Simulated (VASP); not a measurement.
# LaH3Rh (Pm-3m) in VASP: single point with r2SCAN

Aim: the single point of LaH3Rh with r2SCAN.

Everything below comes from runs of VASP 6.6.1. Logs are shortened: lines on timing, memory, paths and dates and some standing lists are left out, and cuts for length are marked.

## (1) The structure

Symmetry: Pm-3m, No. 221, cubic system. Conventional cell: a = 3.717 Å, b = 3.717 Å, c = 3.717 Å, α = 90.00°, β = 90.00°, γ = 90.00°. H (site symmetry 4/mmm) is surrounded by 2 Rh at 1.86 Å. Around La (site symmetry m-3m) lie 12 H at 2.63 Å. Rh (site symmetry m-3m) has 6 H at 1.86 Å as nearest neighbours.

The cell was built by a generator and needn't be a form met in nature.

## (2) Single point, r2SCAN

Contents of POSCAR:

```
LaH3Rh
1.0
    3.7174674800      0.0000000000      0.0000000000
    0.0000000000      3.7174674800      0.0000000000
    0.0000000000      0.0000000000      3.7174674800
H La Rh
3 1 1
Direct
    0.5000000000      0.0000000000      0.0000000000
    0.0000000000      0.5000000000      0.0000000000
    0.0000000000      0.0000000000      0.5000000000
    0.5000000000      0.5000000000      0.5000000000
    0.0000000000      0.0000000000      0.0000000000
```

Contents of INCAR.step1:

```
PREC = Accurate ; ENCUT = 520
ISMEAR = -1 ; SIGMA = 0.1
LREAL = F ; LASPH = T
NELM = 100 ; NBANDS = 22
GGA = PE ; ALGO = Normal
EDIFF = 1E-4 ; LWAVE = T
LCHARG = F
```

Contents of INCAR.step2:

```
PREC = Accurate ; ENCUT = 520
EDIFF = 1E-6 ; ISMEAR = -1
SIGMA = 0.1 ; LREAL = F
LASPH = T ; NELM = 100
ALGO = Normal ; ISIF = 2
LWAVE = F ; LCHARG = F
METAGGA = R2SCAN ; LMIXTAU = T
NBANDS = 22 ; ISTART = 1
```

Contents of KPOINTS:

```
Automatic mesh
0
Gamma
  9 9 9
```

Potentials or basis: VASP PAW PBE potentials, release 64 (H, La, Rh_pv).

Command:

```
$ cat potpaw_PBE.64/H/POTCAR potpaw_PBE.64/La/POTCAR potpaw_PBE.64/Rh_pv/POTCAR > POTCAR
$ cp INCAR.step1 INCAR
$ mpirun -np 1 vasp_std > vasp.out
$ cp INCAR.step2 INCAR
$ mpirun -np 1 vasp_std > vasp.out
```

OUTCAR:

```text
PREC = Accurate
   ENCUT = 520
   EDIFF = 1E-6
   ISMEAR = -1
   LREAL = F
   LASPH = T
   NELM = 100
   ISIF = 2
   METAGGA = R2SCAN
   ISTART = 1

 ion  position               nearest neighbor table
   1  0.500  0.000  0.000-   5 1.86   5 1.86
   2  0.000  0.500  0.000-   5 1.86   5 1.86
   3  0.000  0.000  0.500-   5 1.86   5 1.86
   4  0.500  0.500  0.500-   5 3.22   5 3.22   5 3.22   5 3.22   5 3.22   5 3.22   5 3.22   5 3.22

   5  0.000  0.000  0.000-   1 1.86   2 1.86   3 1.86   3 1.86   2 1.86   1 1.86   4 3.22   4 3.22
                             4 3.22   4 3.22   4 3.22   4 3.22   4 3.22   4 3.22

  LATTYP: Found a simple cubic cell.
 ALAT       =     3.7174674800

  Lattice vectors:

 A1 = (   3.7174674800,   0.0000000000,   0.0000000000)
 A2 = (   0.0000000000,   3.7174674800,   0.0000000000)
 A3 = (   0.0000000000,   0.0000000000,   3.7174674800)

Analysis of symmetry for initial positions (statically):
=====================================================================
 Subroutine PRICEL returns:
 Original cell was already a primitive cell.

 Routine SETGRP: Setting up the symmetry group for a
 simple cubic supercell.

 Subroutine GETGRP returns: Found 48 space group operations
 (whereof 48 operations were pure point group operations)
 out of a pool of 48 trial point group operations.

The static configuration has the point symmetry O_h .

Analysis of symmetry for dynamics (positions and initial velocities):
=====================================================================
 Subroutine PRICEL returns:
 Original cell was already a primitive cell.

 Routine SETGRP: Setting up the symmetry group for a
 simple cubic supercell.

 Subroutine GETGRP returns: Found 48 space group operations
 (whereof 48 operations were pure point group operations)
 out of a pool of 48 trial point group operations.

The dynamic configuration has the point symmetry O_h .

 Subroutine INISYM returns: Found 48 space group operations
 (whereof 48 operations are pure point group operations),
 and found     1 'primitive' translations

----------------------------------------------------------------------------------------

                                     Primitive cell

  volume of cell :      51.3738

  direct lattice vectors                    reciprocal lattice vectors
     3.717467480  0.000000000  0.000000000     0.269000336  0.000000000  0.000000000
     0.000000000  3.717467480  0.000000000     0.000000000  0.269000336  0.000000000
     0.000000000  0.000000000  3.717467480     0.000000000  0.000000000  0.269000336

  length of vectors
     3.717467480  3.717467480  3.717467480     0.269000336  0.269000336  0.269000336

  position of ions in fractional coordinates (direct lattice)
     0.500000000  0.000000000  0.000000000
     0.000000000  0.500000000  0.000000000
     0.000000000  0.000000000  0.500000000
     0.500000000  0.500000000  0.500000000
     0.000000000  0.000000000  0.000000000

  ion indices of the primitive-cell ions
   primitive index   ion index
                 1           1
                 2           2
                 3           3
                 4           4
                 5           5

----------------------------------------------------------------------------------------

 KPOINTS: Automatic mesh

Automatic generation of k-mesh.
 Grid dimensions read from file:
 generate k-points for:    9    9    9

 Generating k-lattice:

  Cartesian coordinates                     Fractional coordinates (reciprocal lattice)
     0.029888926  0.000000000  0.000000000     0.111111111  0.000000000  0.000000000
     0.000000000  0.029888926  0.000000000     0.000000000  0.111111111  0.000000000
     0.000000000  0.000000000  0.029888926     0.000000000  0.000000000  0.111111111

  Length of vectors
     0.029888926  0.029888926  0.029888926

  Shift w.r.t. Gamma in fractional coordinates (k-lattice)
     0.000000000  0.000000000  0.000000000

 Subroutine IBZKPT returns following result:
 ===========================================

 Found     35 irreducible k-points:

 Following reciprocal coordinates:
            Coordinates               Weight
  0.000000  0.000000  0.000000      1.000000
  0.111111  0.000000  0.000000      6.000000
  0.222222  0.000000  0.000000      6.000000
  0.333333  0.000000  0.000000      6.000000
  0.444444  0.000000  0.000000      6.000000
  0.111111  0.111111  0.000000     12.000000
[... 16 lines left out ...]
  0.333333  0.333333  0.111111     24.000000
  0.444444  0.333333  0.111111     48.000000
 [... further k-points ...]
   k-points           NKPTS =     35   k-points in BZ     NKDIM =     35   number of bands    NBANDS=     22
   number of dos      NEDOS =    301   number of ions     NIONS =      5
   total plane-waves  NPLWV =  21952
   dimension x,y,z NGX =    28 NGY =   28 NGZ =   28
   dimension x,y,z NGXF=    56 NGYF=   56 NGZF=   56
   ions per type =               3   1   1
   NGX,Y,Z   is equivalent  to a cutoff of  12.52, 12.52, 12.52 a.u.
   NGXF,Y,Z  is equivalent  to a cutoff of  25.04, 25.04, 25.04 a.u.
 SYSTEM =  unknown system
   PREC   = accura    normal or accurate (medium, high low for compatibility)
   ISTART =      1    job   : 0-new  1-cont  2-samecut
   ICHARG =      0    charge: 1-file 2-atom 10-const
   ISPIN  =      1    spin polarized calculation?
   LNONCOLLINEAR =      F non collinear calculations
   LSORBIT =      F    spin-orbit coupling
   LASPH  =      T    aspherical Exc in radial PAW
   ENCUT  =  520.0 eV  38.22 Ry    6.18 a.u.   6.91  6.91  6.91*2*pi/ulx,y,z
   NELM   =    100;   NELMIN=  2; NELMDL=  0     # of ELM steps
   EDIFF  = 0.1E-05   stopping-criterion for ELM
   LREAL  =      F    real-space projection
   EDIFFG = 0.1E-04   stopping-criterion for IOM
   NSW    =      0    number of steps for IOM
   IBRION =     -1    ionic relax: 0-MD 1-quasi-New 2-CG
   NFREE  =      0    steps in history (QN), initial steepest desc. (CG)
   ISIF   =      2    stress and relaxation
   ISYM   =      2    0-nonsym 1-usesym 2-fastsym
   POTIM  = 0.5000    time-step for ionic-motion
   TEBEG  =    0.0;   TEEND  =   0.0 temperature during run
   PSTRESS=    0.0 pullay stress
   NELECT =      29.0000    total number of electrons
   NUPDOWN=      -1.0000    fix difference up-down
   EMIN   =  10.00;   EMAX   =-10.00  energy-range for DOS
   EFERMI =   0.00;   METHOD = LEGACY
   ISMEAR =    -1;   SIGMA  =   0.10  broadening in eV -4-tet -1-fermi 0-gaus
   EFERMI_NEDOS =   21; number of points for ismear=-14 and -15
   IALGO  =     38    algorithm
   IMIX   =      4    mixing-type and parameters
     AMIX     =   0.40;   BMIX     =  1.00
     AMIX_MAG =   1.60;   BMIX_MAG =  1.00
  volume/ion in A,a.u.               =      10.27        69.34
  Fermi-wavevector in a.u.,A,eV,Ry     =   1.352987  2.556775 24.906472  1.830574
  Thomas-Fermi vector in A             =   2.480280
   LORBIT       =      0    0 simple, 1 ext, 2 COOP (PROOUT), +10 PAW based schemes
   METAGGA = R2SCAN    functional components
   LHFCALC =     F    Hartree Fock is set to
   AEXX    =    0.0000 exact exchange contribution
   IVDW    =     0    specifies the selected vdW correction
   LEPSILON=     F    determine dielectric tensor
   LRPA    =     F    only Hartree local field effects (RPA)
 non-spin polarized calculation
  energy-cutoff  :      520.00
  volume of cell :       51.37
 maximum number of plane-waves:      1409
 NGX is ok and might be reduce to    28
   NGX = 13   NGY = 13   NGZ = 13

 number of electron      28.9999983 magnetization

 Free energy of the ion-electron system (eV)
  ---------------------------------------------------
  ext. energy  EPLUGINS =         0.00000000
  ---------------------------------------------------
  free energy    TOTEN  =       -67.39550402 eV

  energy without entropy =      -67.34460935  energy(sigma->0) =      -67.37005668

 E-fermi :  10.2776     XC(G=0): -12.2446

 val. band max:       10.1054186261   @ k =   0.3333   0.1111   0.0000
 cond. band min:      10.3079352529   @ k =   0.4444   0.2222   0.1111
 fundamental gap:      0.2025166268
 Fermi energy:        10.2775620691

 k-point     1 :       0.0000    0.0000    0.0000
  band No.  band energies     occupation
      1     -37.7600      2.00000
      2     -37.7600      2.00000
      3     -37.7600      2.00000
      4     -24.2081      2.00000
      5      -7.1797      2.00000
      6      -7.1797      2.00000
[... 14 lines left out ...]
     21      12.0802      0.00000
     22      12.4798      0.00000

 k-point     2 :       0.1111    0.0000    0.0000
  band No.  band energies     occupation
      1     -37.7624      2.00000
      2     -37.7599      2.00000
      3     -37.7599      2.00000
      4     -24.1975      2.00000
      5      -7.3303      2.00000
      6      -7.1718      2.00000
[... 14 lines left out ...]
     21      12.1306      0.00000
     22      12.4967      0.00000

 k-point     3 :       0.2222    0.0000    0.0000
  band No.  band energies     occupation
      1     -37.7684      2.00000
      2     -37.7595      2.00000
      3     -37.7595      2.00000
      4     -24.1706      2.00000
      5      -7.6837      2.00000
      6      -7.1517      2.00000
[... 14 lines left out ...]
     21      12.2282      0.00000
     22      12.5440      0.00000
[... 476 lines left out ...]
 k-point    23 :       0.3333    0.3333    0.1111
  band No.  band energies     occupation
      1     -37.7741      2.00000
      2     -37.7739      2.00000
      3     -37.7607      2.00000
      4     -24.0725      2.00000
      5      -7.8775      2.00000
      6      -7.7926      2.00000
[... 14 lines left out ...]
     21      12.5442      0.00000
     22      12.5504      0.00000

 k-point    24 :       0.4444    0.3333    0.1111
  band No.  band energies     occupation
      1     -37.7784      2.00000
      2     -37.7737      2.00000
      3     -37.7605      2.00000
      4     -24.0552      2.00000
      5      -8.0251      2.00000
      6      -7.7781      2.00000
[... 14 lines left out ...]
     21      12.5220      0.00000
     22      12.5853      0.00000

 [... further k-points ...]

------------------------ aborting loop because EDIFF is reached ----------------------------------------

  FORCE on cell =-STRESS in cart. coord.  units (eV):
  Direction    XX          YY          ZZ          XY          YZ          ZX
  --------------------------------------------------------------------------------------
  -------------------------------------------------------------------------------------
  Total        2.2907210      2.2907210      2.2907210     -0.0000000      0.0000000     -0.0000000
  in kB       71.4399665     71.4399665     71.4399665     -0.0000000      0.0000000     -0.0000000
  external PRESSURE =      71.4399665 kB  Pullay stress =       0.0000000 kB

 VOLUME and BASIS-vectors are now :
 -----------------------------------------------------------------------------
  energy-cutoff  :      520.00
  volume of cell :       51.37
      direct lattice vectors                 reciprocal lattice vectors
     3.717467480  0.000000000  0.000000000     0.269000336  0.000000000  0.000000000
     0.000000000  3.717467480  0.000000000     0.000000000  0.269000336  0.000000000
     0.000000000  0.000000000  3.717467480     0.000000000  0.000000000  0.269000336

 POSITION                                       TOTAL-FORCE (eV/Angst)
 -----------------------------------------------------------------------------------
      1.85873      0.00000      0.00000         0.000000      0.000000      0.000000
      0.00000      1.85873      0.00000         0.000000      0.000000      0.000000
      0.00000      0.00000      1.85873         0.000000      0.000000      0.000000
      1.85873      1.85873      1.85873         0.000000      0.000000      0.000000
      0.00000      0.00000      0.00000         0.000000      0.000000      0.000000
 -----------------------------------------------------------------------------------
    total drift:                               -0.000000      0.000000     -0.000000

  FREE ENERGIE OF THE ION-ELECTRON SYSTEM (eV)
  ---------------------------------------------------
  free  energy   TOTEN  =       -67.3955040188 eV

  energy  without entropy=      -67.3446093503  energy(sigma->0) =      -67.37005668
```

Wall time 2.1 min (1 thread of Intel Xeon Platinum 8259CL at 2.50GHz (Skylake/Cascade Lake), shared host); peak memory 0.21 GiB.

What came out:

```
Free energy            : -67.3955 eV
Pressure               : 7.1 GPa
Band gap on the k mesh : none (metal or under the smearing width)
```

Caveat: the PAW data sets were made with another functional, which shifts forces and pressure a little. The run has no spin-orbit coupling, so splittings on La are missing.
